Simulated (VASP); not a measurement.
Output of a VASP run:

OUTCAR:
```
 ion  position               nearest neighbor table
   1  0.988  0.000  0.003-   2 2.59   2 2.59   2 2.62   2 2.62   2 2.68   2 2.68   2 2.70   2 2.70
  LATTYP: Found a simple cubic cell.
 ALAT       =     3.0577510000
 Subroutine PRICEL returns:
 Original cell was already a primitive cell.
 Subroutine GETGRP returns: Found  1 space group operations
The static configuration has the point symmetry C_1 .
The dynamic configuration has the point symmetry C_1 .
 Subroutine INISYM returns: Found  1 space group operations
 Subroutine IBZKPT returns following result:
 Found    112 irreducible k-points:

 Following reciprocal coordinates:
            Coordinates               Weight
  0.000000  0.000000  0.000000      1.000000
  0.166667  0.000000  0.000000      2.000000
  0.000000  0.166667  0.000000      2.000000
  0.000000  0.000000  0.166667      2.000000
  0.333333  0.000000  0.000000      2.000000
  0.000000  0.333333  0.000000      2.000000
  0.000000  0.000000  0.333333      2.000000
  0.500000  0.000000  0.000000      1.000000
  0.000000  0.500000  0.000000      1.000000
  0.000000  0.000000  0.500000      1.000000
  0.166667  0.166667  0.000000      2.000000
  0.000000  0.166667  0.166667      2.000000
  0.166667  0.000000  0.166667      2.000000
 -0.166667  0.166667  0.000000      2.000000
 -0.166667  0.000000  0.166667      2.000000
  0.000000 -0.166667  0.166667      2.000000
  0.333333  0.166667  0.000000      2.000000
  0.000000  0.333333  0.166667      2.000000
  0.166667  0.000000  0.333333      2.000000
 -0.166667  0.333333  0.000000      2.000000
 -0.333333  0.000000  0.166667      2.000000
  0.000000  0.166667  0.333333      2.000000
  0.000000 -0.333333  0.166667      2.000000
 -0.166667  0.000000  0.333333      2.000000
  0.333333  0.000000  0.166667      2.000000
  0.000000 -0.166667  0.333333      2.000000
  0.333333 -0.166667  0.000000      2.000000
  0.166667  0.333333  0.000000      2.000000
  0.500000  0.166667  0.000000      2.000000
  0.000000  0.500000  0.166667      2.000000
  0.166667  0.000000  0.500000      2.000000
 -0.166667  0.500000  0.000000      2.000000
  0.500000  0.000000  0.166667      2.000000
  0.000000  0.166667  0.500000      2.000000
  0.333333  0.333333  0.000000      2.000000
  0.000000  0.333333  0.333333      2.000000
  0.333333  0.000000  0.333333      2.000000
 -0.333333  0.333333  0.000000      2.000000
 -0.333333  0.000000  0.333333      2.000000
  0.000000 -0.333333  0.333333      2.000000
   k-points           NKPTS =    112   k-points in BZ     NKDIM =    112   number of bands    NBANDS=     16
   number of dos      NEDOS =    301   number of ions     NIONS =      2
   total plane-waves  NPLWV =   5832
   dimension x,y,z NGX =    18 NGY =   18 NGZ =   18
   dimension x,y,z NGXF=    36 NGYF=   36 NGZF=   36
   ions per type =               1   1
   PREC   = accura    normal or accurate (medium, high low for compatibility)
   ISTART =      0    job   : 0-new  1-cont  2-samecut
   ICHARG =      2    charge: 1-file 2-atom 10-const
   ISPIN  =      1    spin polarized calculation?
   LNONCOLLINEAR =      F non collinear calculations
   LSORBIT =      F    spin-orbit coupling
   INIWAV =      1    electr: 0-lowe 1-rand  2-diag
   ENCUT  =  300.0 eV  22.05 Ry    4.70 a.u.   4.32  4.32  4.32*2*pi/ulx,y,z
   NELM   =    100;   NELMIN=  2; NELMDL= -5     # of ELM steps
   EDIFF  = 0.1E-05   stopping-criterion for ELM
   LREAL  =      F    real-space projection
   NLSPLINE    = F    spline interpolate recip. space projectors
   LMAXMIX     =    6 max onsite mixed and CHGCAR
   VOSKOWN=      0    Vosko Wilk Nusair interpolation
   EDIFFG = 0.1E-04   stopping-criterion for IOM
   NSW    =      0    number of steps for IOM
   NBLOCK =      1;   KBLOCK =      1    inner block; outer block
   IBRION =     -1    ionic relax: 0-MD 1-quasi-New 2-CG
   NFREE  =      0    steps in history (QN), initial steepest desc. (CG)
...
```

OSZICAR:
```
       N       E                     dE             d eps       ncg     rms          rms(c)
DAV:   1     0.104457369662E+03    0.10446E+03   -0.91719E+03  4152   0.270E+03
DAV:   2    -0.303803739778E+01   -0.10750E+03   -0.10515E+03  3856   0.419E+02
DAV:   3    -0.108212168956E+02   -0.77832E+01   -0.77249E+01  4272   0.830E+01
DAV:   4    -0.109339406834E+02   -0.11272E+00   -0.11268E+00  4288   0.971E+00
DAV:   5    -0.109362128233E+02   -0.22721E-02   -0.22721E-02  4368   0.143E+00    0.133E+01
DAV:   6    -0.105972877761E+02    0.33893E+00   -0.18963E+00  3624   0.888E+00    0.717E+00
DAV:   7    -0.105530931795E+02    0.44195E-01   -0.10838E-01  4416   0.473E+00    0.381E+00
DAV:   8    -0.105394939722E+02    0.13599E-01   -0.23308E-02  4584   0.141E+00    0.227E-01
DAV:   9    -0.105391089202E+02    0.38505E-03   -0.16254E-03  4552   0.811E-01    0.882E-02
DAV:  10    -0.105390992370E+02    0.96832E-05   -0.21129E-04  4592   0.177E-01    0.218E-02
DAV:  11    -0.105391006297E+02   -0.13927E-05   -0.90534E-06  4480   0.316E-02    0.968E-03
DAV:  12    -0.105391015182E+02   -0.88848E-06   -0.81627E-07  2168   0.177E-02
   1 F= -.10539102E+02 E0= -.10501806E+02  d E =-.745907E-01
```

File OUTCAR:
```
------------------------ aborting loop because EDIFF is reached ----------------------------------------
  FORCE on cell =-STRESS in cart. coord.  units (eV):
  Direction    XX          YY          ZZ          XY          YZ          ZX
  --------------------------------------------------------------------------------------
  Total        4.4129341      4.4718738      4.4671848     -0.0028463      0.0008440     -0.0445165
  in kB      247.3043030    250.6073310    250.3445529     -0.1595109      0.0472988     -2.4947406
  external PRESSURE =     249.4187290 kB  Pullay stress =       0.0000000 kB
  volume of cell :       28.59
      direct lattice vectors                 reciprocal lattice vectors
     3.057751000  0.000000000  0.000000000     0.327037748  0.000000000  0.000000000
     0.000000000  3.057751000  0.000000000     0.000000000  0.327037748  0.000000000
     0.000000000  0.000000000  3.057751000     0.000000000  0.000000000  0.327037748
 POSITION                                       TOTAL-FORCE (eV/Angst)
 -----------------------------------------------------------------------------------
      3.02086      0.00067      0.01049         0.286607     -0.005369     -0.083858
      1.56577      1.52821      1.51839        -0.286607      0.005369      0.083858
 -----------------------------------------------------------------------------------
    total drift:                                0.000055     -0.000038     -0.000431
  FREE ENERGIE OF THE ION-ELECTRON SYSTEM (eV)
  ---------------------------------------------------
  free  energy   TOTEN  =       -10.5391015182 eV

  energy  without entropy=      -10.4645108106  energy(sigma->0) =      -10.50180616
```
(Selected blocks of OUTCAR.)

### POSCAR
```
GePt
1
    3.0577510000     0.0000000000     0.0000000000
    0.0000000000     3.0577510000     0.0000000000
    0.0000000000     0.0000000000     3.0577510000
Pt Ge
1 1
Direct
 -0.0120650000   0.0002190000   0.0034290000
  0.5120650000   0.4997810000   0.4965710000
```

Problem. Reconstruct the remaining input files.

Solution. This is not unique; one that fits is the input of the run itself, PBE GGA, plane waves, VASP's PBE PAW potentials (set 64).

### INCAR
```
ALGO = Normal
EDIFF = 1E-6
ENCUT = 300
GGA = PE
ISIF = 2
ISMEAR = -1
LASPH = .TRUE.
LCHARG = .FALSE.
LMAXMIX = 6
LREAL = .FALSE.
LWAVE = .FALSE.
NELM = 100
PREC = Accurate
SIGMA = 0.136
SYSTEM = GePt
```

File KPOINTS:
```
Regular mesh
0
Gamma
  6 6 6
```

POTCAR, in this order: Pt Ge_d (PBE.64 set). Program: vasp_std.

At this cut-off the stress carries a Pulay error, which pulls relaxed volumes low.

The structure was generated: GePt was put into an ordered model structure, which need not be its known phase. The cell was not relaxed at this level, atoms are displaced from their ideal sites. The k-mesh is coarse (spacing up to 0.34 per Å, 2π included), so the numbers may not be converged in it.
